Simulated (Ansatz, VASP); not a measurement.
# Cross-check of Ba2Mg4Zn3Si19O47 between VASP and Ansatz, part 2 of 2

Aim: how closely do two programs agree when they are given the same cell, functional and k mesh? The structure shown is frame 109 of Ansatz's trajectory.

VASP 6.6.1 and Ansatz 0.2.0.

So far: The starting structure; Ansatz: dynamics, PBE.

## (3) VASP: single point, PBE

Level of this step: PBE; plane waves and PAW (Si, Mg, Zn, Ba_sv, O) (VASP).

The same cell, functional, mesh and smearing now go to VASP, with its own data sets.

Lines of VASP's logs that name or quote its potential files are left out, and so is its time.

INCAR reads:

```
SYSTEM = Ba2Mg4Zn3Si19O47
PREC = Accurate
ENCUT = 520
EDIFF = 1E-06
NELM = 120
ISMEAR = -1
SIGMA = 0.025
LREAL = Auto
ALGO = Normal
GGA = PE
NBANDS = 264
LORBIT = 11
LWAVE = .FALSE.
LCHARG = .FALSE.
ISIF = 2
LASPH = .TRUE.
GGA_COMPAT = .FALSE.
EFERMI = MIDGAP
NCORE = 2
```

POSCAR reads:

```
Ba2Mg4Zn3Si19O47
1.0
   10.1084000000      0.0000000000      0.0000000000
    0.0000000000     10.1084000000      0.0000000000
    0.0000000000      0.0000000000     10.1084000000
Si Mg Zn Ba O
19 4 3 2 47
Direct
    0.2850698429      0.3271437616      0.6701357287
    0.2966245895      0.8955126430      0.6585908749
    0.1912073127      0.6154683234      0.6242827747
    0.2437180958      0.7528590083      0.0658561197
    0.5756004907      0.0063511535      0.7168295675
    0.7928950180      0.7251394880      0.8537552926
    0.7138617388      0.3103062799      0.0666772189
    0.3235230106      0.1295061533      0.2566281508
    0.5558050730      0.9334711725      0.2927960904
    0.8590281350      0.9076312770      0.6292984053
    0.5663012940      0.2678069724      0.6191187527
    0.3834632583      0.4202544419      0.2453306161
    0.7096474219      0.5265620672      0.6141328004
    0.0515017213      0.5885600095      0.8874698271
    0.5968699300      0.6274880298      0.3604625856
    0.1631514384      0.6015393138      0.3153416960
    0.9720529461      0.2821613707      0.9182066400
    0.7341517945      0.1735883028      0.3620553203
    0.5502255550      0.8639547307      0.9967947450
    0.3963436350      0.2609611808      0.9895631356
    0.0901131732      0.1116892881      0.7564302956
    0.1231451070      0.0792509200      0.4907700526
    0.8991235012      0.6368861541      0.4301373115
    0.8534090459      0.5614043766      0.1534664240
    0.2456570773      0.0127319853      0.9585493253
    0.8983914368      0.2888884492      0.5807447272
    0.5003264612      0.5249495469      0.8964722409
    0.9683332674      0.0545387994      0.1600550038
    0.1289917297      0.6405959400      0.4764156543
    0.7519290887      0.6402892644      0.3077242689
    0.8423687230      0.4804321159      0.5354061968
    0.5001780697      0.5204186617      0.3032032765
    0.8595128804      0.2478433778      0.0240591983
    0.1909204226      0.6381425349      0.9576292984
    0.3432491789      0.1106703336      0.0934668197
    0.4184539591      0.0183213961      0.3268271932
    0.0866210281      0.1711151122      0.9383483044
    0.5379387440      0.7837145344      0.3436448894
    0.1560484350      0.8837402556      0.0616121246
    0.7166910688      0.4702821416      0.0623936528
    0.3772011396      0.4215207154      0.0879763365
    0.9697578252      0.0268984211      0.6179415140
    0.7009121127      0.9644256262      0.6246784852
    0.1550393732      0.2426496775      0.6260337937
    0.6227592893      0.6134501998      0.5188753908
    0.5877883740      0.2567567568      0.9857643148
    0.8663685648      0.8531518341      0.7920343477
    0.2855743738      0.4870503739      0.6389735270
    0.2290768074      0.9897214198      0.7711408334
    0.6500435282      0.2422539670      0.4847156820
    0.9150904198      0.6622116260      0.9573226228
    0.8901507657      0.1923153021      0.4014384077
    0.4127952990      0.2760476435      0.5704661470
    0.2446381227      0.4630901033      0.3180622057
    0.1720054608      0.1140833366      0.2983756084
    0.6943729967      0.0151754976      0.3404792054
    0.2257627320      0.9321950061      0.5229215306
    0.8760634720      0.7903426853      0.5278283408
    0.2486051205      0.7030093783      0.2211428119
    0.5508092280      0.9704602113      0.8821574136
    0.3344149420      0.3165782913      0.8236417237
    0.4039412766      0.7790649361      0.0058664081
    0.0640160658      0.6052392070      0.7278006411
    0.3977879783      0.2707945867      0.2923212378
    0.6190692889      0.4056824028      0.6830655692
    0.6610146017      0.7430453880      0.9565608801
    0.4525740968      0.9274860512      0.6599956472
    0.0077361402      0.6055656682      0.2657591706
    0.9146056745      0.2537394642      0.7676091172
    0.7367436983      0.6221558308      0.7441533774
    0.0353270547      0.4333425666      0.9372304222
    0.7086581457      0.2575086067      0.2269003997
    0.5817340034      0.1633097226      0.7350817142
    0.5913101975      0.9329864271      0.1355407384
    0.2845752048      0.7345573978      0.6850342290
```

KPOINTS reads:

```
Automatic mesh
0
Gamma
1 1 1
0 0 0
```

PAW data sets: Si, Mg, Zn, Ba_sv and O (PBE family, release 64).

On the command line:

```bash
$ mpirun -np 8 vasp_gam
```

Numbers of over 12 decimals in the logs are rounded to 6 here.

The log of the run:

```text
[banner, memory and clock lines left out]
running    8 mpi-ranks, on    1 nodes
[...]
LDA part: xc-table for (Slater+PW92), standard interpolation
 POSCAR, INCAR and KPOINTS ok, starting setup
[...]
entering main loop
       N       E                     dE             d eps       ncg     rms          rms(c)
DAV:   1     0.510415754911E+04    0.51042E+04   -0.22887E+05   528   0.166E+03
DAV:   2     0.184091010992E+02   -0.50857E+04   -0.48524E+04   648   0.436E+02
DAV:   3    -0.596162598953E+03   -0.61457E+03   -0.60694E+03   600   0.173E+02
DAV:   4    -0.623614736890E+03   -0.27452E+02   -0.27255E+02   640   0.402E+01
[...]
DAV:  17    -0.543070548044E+03    0.11471E-04   -0.85228E-05   784   0.962E-02    0.112E-02
DAV:  18    -0.543070553251E+03   -0.52074E-05   -0.79485E-05   632   0.235E-02    0.853E-03
DAV:  19    -0.543070553387E+03   -0.13608E-06   -0.45027E-06   512   0.894E-03
   1 F= -.54307055E+03 E0= -.54307055E+03  d E =0.000000E+00
```

Parts of OUTCAR (step 3):

```text
  Total       -9.7316672     14.7012674      2.5547882     -9.6490661     -8.9689160      0.1144869
  in kB      -15.0956068     22.8043712      3.9629467    -14.9674773    -13.9124393      0.1775903
  external PRESSURE =       3.8905704 kB  Pullay stress =       0.0000000 kB

 POSITION                                       TOTAL-FORCE (eV/Angst)
 -----------------------------------------------------------------------------------
      2.88160      3.30690      6.77400         1.830457     -0.996179     -0.158430
      2.99840      9.05220      6.65730        -1.108822      0.192431     -1.711742
      1.93280      6.22140      6.31050         0.465791      1.062247      0.830830
      2.46360      7.61020      0.66570         1.001839     -0.549540     -0.312255
      5.81840      0.06420      7.24600         0.513919     -1.425835      1.706106
      8.01490      7.33000      8.63010         0.326351     -0.201441      1.293645
      7.21600      3.13670      0.67400        -2.324129     -0.897202      1.223144
      3.27030      1.30910      2.59410         1.168370     -0.258842     -0.926641
      5.61830      9.43590      2.95970        -0.343125      1.185246      0.806393
      8.68340      9.17470      6.36120         0.150953      0.683338      0.042299
      5.72440      2.70710      6.25830        -1.439368      0.477537     -1.860284
      3.87620      4.24810      2.47990         0.060294      0.664494     -0.049953
      7.17340      5.32270      6.20790         0.961237     -0.621816      0.954141
      0.52060      5.94940      8.97090         0.269915     -0.841883      1.361821
[...]
-----------------------------------------------------------------------------------
    total drift:                               -0.004173      0.003415      0.020089

  FREE ENERGIE OF THE ION-ELECTRON SYSTEM (eV)
  ---------------------------------------------------
  free  energy   TOTEN  =      -543.0705533871 eV

  energy  without entropy=     -543.0705533871  energy(sigma->0) =     -543.07055339

[... 3 further parts left out ...]
[key lines of the parts left out:]
E-fermi :   3.4782
```

Harder data sets than Ba_sv exist (the GW ones), and pressures, volumes and forces can shift noticeably with them.

## (4) Side by side

Known differences besides the potentials themselves: the data sets hold 454 valence electrons in Ansatz (on its default PAW (the set named soft_2) files) and 422 in VASP; the cutoff is 420 eV in Ansatz and 520 eV in VASP (PREC = Accurate, projectors in real space). Total energies have different zeros and are not compared.

Forces on 10 of the 75 atoms, those with the largest forces and the largest differences (eV/Å; atoms numbered as in POSCAR):

```csv
atom,"Ansatz x, y, z","VASP x, y, z"
Si1,"1.814, -1.007, -0.123","1.830, -0.996, -0.158"
Si2,"-1.167, 0.224, -1.737","-1.109, 0.192, -1.712"
Si5,"0.520, -1.404, 1.654","0.514, -1.426, 1.706"
Si7,"-2.375, -0.840, 1.173","-2.324, -0.897, 1.223"
Si11,"-1.468, 0.457, -1.847","-1.439, 0.478, -1.860"
Si15,"2.340, 3.254, -0.240","2.300, 3.289, -0.232"
Si17,"0.840, 1.004, -3.106","0.837, 1.045, -3.087"
Ba27,"-0.153, 0.209, 0.021","-0.139, 0.321, -0.090"
Ba28,"0.464, -0.429, 0.496","0.348, -0.558, 0.506"
O55,"-0.770, 0.145, 0.630","-0.728, 0.170, 0.737"
```

The forces differ by 34 meV/Å r.m.s., which is 4.4 % of the r.m.s. force of 0.786 eV/Å (both taken over all components).

## (5) Outcome

```
r.m.s. force difference (single point, PBE) : 4.4 % of the r.m.s. force
```

The r.m.s. force difference is 4.4 % of the r.m.s. force (single point, PBE), beyond the 3 % picked in this series as the mark of a large difference. The data sets hold unlike numbers of valence electrons (454 in Ansatz and 422 in VASP), so part of the differences comes from the potentials. What causes the difference of the single point, PBE pair stays open here. 2 further runs of this series are not shown here. Such differences can come from data sets, numerical settings and the points named under the comparisons, not from the functional's error against experiment.

[Lines on the potential files, build, host, timing and source positions are cut from VASP's logs without a mark.]

[Logs are printed without paths, hosts, clocks, repeated set-up lines and the standing remarks that a program may print on its own settings, such as how far it seeks lower states.]

[Hosts, paths, dates, database ids (printed as entryN), source tags and the programs' standing remarks are cut or masked in the printed files.]
